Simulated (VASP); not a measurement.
Computed with LDA (Ceperley-Alder, Perdew-Zunger), VASP's LDA PAW potentials (set 64) (plane waves; VASP 6.6.1).

VASP input:

INCAR:
```
SYSTEM  =  BaHfO3
PREC  =  Accurate; ENCUT  =  620; LREAL  =  .FALSE.
LASPH  =  .TRUE.
EDIFF  =  1E-6; NELM  =  100; ALGO  =  Normal
LMAXMIX  =  6
ISMEAR  =  0; SIGMA  =  0.05
IBRION  =  2; NSW  =  40; ISIF  =  3
EDIFFG  =  -0.02; PSTRESS  =  300
LWAVE  =  .FALSE.; LCHARG  =  .FALSE.
```

### POSCAR
```
BaHfO3
1
    4.0016361436     0.0000000000    -0.0000000000
    0.0000000000     4.0016361436     0.0000000000
   -0.0000000000     0.0000000000     4.0016361436
Ba Hf O
1 1 3
Direct
  0.0000000000   0.0000000000   0.0000000000
  0.5000000000   0.5000000000   0.5000000000
  0.5000000000   0.0000000000   0.5000000000
  0.0000000000   0.5000000000   0.5000000000
  0.5000000000   0.5000000000   0.0000000000
```

**KPOINTS**
```
Regular mesh
0
gamma
 6 6 6
```

POTCAR, in this order: Ba_sv Hf_pv O (LDA.64 set). Program: vasp_std.

Output of the run:

**OSZICAR**
```
       N       E                     dE             d eps       ncg     rms          rms(c)
DAV:   1     0.259815853437E+03    0.25982E+03   -0.24120E+04   920   0.187E+03
DAV:   2    -0.403758142979E+02   -0.30019E+03   -0.29214E+03  1143   0.391E+02
DAV:   3    -0.537877070610E+02   -0.13412E+02   -0.13390E+02  1236   0.789E+01
DAV:   4    -0.540309209853E+02   -0.24321E+00   -0.24314E+00  1331   0.958E+00
DAV:   5    -0.540346838108E+02   -0.37628E-02   -0.37627E-02  1254   0.809E-01    0.813E+01
DAV:   6    -0.475235267258E+02    0.65112E+01   -0.38075E+01  1032   0.395E+01    0.673E+01
DAV:   7    -0.473618289416E+02    0.16170E+00   -0.21815E+00  1192   0.106E+01    0.334E+01
DAV:   8    -0.473183900452E+02    0.43439E-01   -0.11616E-01  1250   0.280E+00    0.327E+00
DAV:   9    -0.473138700818E+02    0.45200E-02   -0.30611E-02  1131   0.118E+00    0.176E+00
DAV:  10    -0.473132592097E+02    0.61087E-03   -0.48006E-03  1130   0.486E-01    0.313E-01
DAV:  11    -0.473132403424E+02    0.18867E-04   -0.44792E-04  1158   0.152E-01    0.123E-01
DAV:  12    -0.473132349550E+02    0.53873E-05   -0.54536E-05  1313   0.481E-02    0.746E-02
DAV:  13    -0.473132350563E+02   -0.10131E-06   -0.30048E-06  1016   0.124E-02
   1 F= -.35314832E+02 E0= -.35314832E+02  d E =-.353148E+02
       N       E                     dE             d eps       ncg     rms          rms(c)
DAV:   1    -0.483032107801E+02   -0.98998E+00   -0.74978E+01   948   0.709E+01    0.359E+01
DAV:   2    -0.460117818717E+02    0.22914E+01   -0.93449E+00   948   0.210E+01    0.108E+01
DAV:   3    -0.456388248830E+02    0.37296E+00   -0.71539E-01  1158   0.683E+00    0.672E+00
DAV:   4    -0.455940352093E+02    0.44790E-01   -0.26691E-01  1231   0.358E+00    0.456E+00
DAV:   5    -0.456003629312E+02   -0.63277E-02   -0.63489E-02  1047   0.161E+00    0.246E+00
DAV:   6    -0.455961742931E+02    0.41886E-02   -0.20880E-02  1032   0.925E-01    0.572E-01
DAV:   7    -0.455961769512E+02   -0.26581E-05   -0.59072E-04  1189   0.170E-01    0.826E-02
DAV:   8    -0.455961591782E+02    0.17773E-04   -0.71955E-05  1145   0.670E-02    0.397E-02
DAV:   9    -0.455961604463E+02   -0.12682E-05   -0.10509E-05  1130   0.220E-02    0.187E-02
DAV:  10    -0.455961603094E+02    0.13692E-06   -0.12923E-06   713   0.858E-03
   2 F= -.34936345E+02 E0= -.34936345E+02  d E =0.378487E+00
       N       E                     dE             d eps       ncg     rms          rms(c)
DAV:   1    -0.483350395845E+02   -0.27389E+01   -0.36601E+01   948   0.483E+01    0.266E+01
DAV:   2    -0.472134881923E+02    0.11216E+01   -0.53109E+00  1004   0.153E+01    0.779E+00
DAV:   3    -0.470173980070E+02    0.19609E+00   -0.35333E-01  1041   0.475E+00    0.507E+00
DAV:   4    -0.469886971412E+02    0.28701E-01   -0.17252E-01  1199   0.279E+00    0.325E+00
DAV:   5    -0.469893017113E+02   -0.60457E-03   -0.63730E-03  1238   0.411E-01    0.386E+00
DAV:   6    -0.469907883733E+02   -0.14867E-02   -0.58451E-03  1152   0.535E-01    0.110E+00
DAV:   7    -0.469898697204E+02    0.91865E-03   -0.22484E-03  1046   0.286E-01    0.619E-01
DAV:   8    -0.469897773191E+02    0.92401E-04   -0.11633E-04  1223   0.682E-02    0.470E-01
DAV:   9    -0.469896658160E+02    0.11150E-03   -0.12986E-04  1158   0.681E-02    0.318E-01
DAV:  10    -0.469895761552E+02    0.89661E-04   -0.34645E-04  1130   0.107E-01    0.655E-02
DAV:  11    -0.469895740478E+02    0.21074E-05   -0.17437E-05  1314   0.241E-02    0.247E-02
DAV:  12    -0.469895738191E+02    0.22872E-06   -0.39420E-07   663   0.426E-03
   3 F= -.35384432E+02 E0= -.35384432E+02  d E =-.696008E-01
       N       E                     dE             d eps       ncg     rms          rms(c)
DAV:   1    -0.469791948145E+02    0.10379E-01   -0.44556E-03   948   0.534E-01    0.266E-01
DAV:   2    -0.469790589312E+02    0.13588E-03   -0.62945E-04  1004   0.167E-01    0.732E-02
DAV:   3    -0.469790364791E+02    0.22452E-04   -0.40505E-05  1191   0.507E-02    0.489E-02
DAV:   4    -0.469790330277E+02    0.34514E-05   -0.19523E-05  1233   0.298E-02    0.335E-02
DAV:   5    -0.469790330840E+02   -0.56268E-07   -0.56448E-07   623   0.449E-03
   4 F= -.35384501E+02 E0= -.35384501E+02  d E =-.696690E-01
```

File OUTCAR:
```
------------------------ aborting loop because EDIFF is reached ----------------------------------------
  FORCE on cell =-STRESS in cart. coord.  units (eV):
  Direction    XX          YY          ZZ          XY          YZ          ZX
  --------------------------------------------------------------------------------------
  Total       11.5703734     11.5703734     11.5703734      0.0000000      0.0000000     -0.0000000
  in kB      299.3749021    299.3749021    299.3749021      0.0000000      0.0000000     -0.0000000
  external PRESSURE =      -0.6250979 kB  Pullay stress =     300.0000000 kB
  volume of cell :       61.92
      direct lattice vectors                 reciprocal lattice vectors
     3.956223849  0.000000000  0.000000000     0.252766284 -0.000000000  0.000000000
     0.000000000  3.956223849  0.000000000    -0.000000000  0.252766284  0.000000000
    -0.000000000 -0.000000000  3.956223849    -0.000000000 -0.000000000  0.252766284
 POSITION                                       TOTAL-FORCE (eV/Angst)
 -----------------------------------------------------------------------------------
      0.00000      0.00000      0.00000         0.000000      0.000000      0.000000
      1.97811      1.97811      1.97811        -0.000000     -0.000000      0.000000
      1.97811     -0.00000      1.97811         0.000000     -0.000000      0.000000
     -0.00000      1.97811      1.97811        -0.000000     -0.000000      0.000000
      1.97811      1.97811      0.00000         0.000000      0.000000      0.000000
 -----------------------------------------------------------------------------------
    total drift:                                0.000000     -0.000000     -0.000000
  FREE ENERGIE OF THE ION-ELECTRON SYSTEM (eV)
  ---------------------------------------------------
  free  energy   TOTEN  =       -46.9790330840 eV

  energy  without entropy=      -46.9790330840  energy(sigma->0) =      -46.97903308
  enthalpy is  TOTEN    =       -35.3845005850 eV   P V=       11.5945324990

 reached required accuracy - stopping structural energy minimisation
```
(Selected blocks of OUTCAR.)

### CONTCAR
```
BaHfO3
   1.00000000000000
     3.9562238488843584    0.0000000000000000    0.0000000000000000
     0.0000000000000000    3.9562238488843584    0.0000000000000000
    -0.0000000000000000   -0.0000000000000000    3.9562238488843584
  Ba              Hf              O
     1     1     3
Direct
     0.0000000000000000    0.0000000000000000    0.0000000000000000
     0.5000000000000000    0.5000000000000000    0.5000000000000000
     0.5000000000000000    0.0000000000000000    0.5000000000000000
     0.0000000000000000    0.5000000000000000    0.5000000000000000
     0.5000000000000000    0.5000000000000000    0.0000000000000000
```

Energy and stress use the plane-wave basis of the starting cell.

The compound is BaHfO3 in the cubic perovskite structure. This run relaxes it under an external pressure of 30 GPa. Symmetry was kept, so distortions that lower it aren't found.
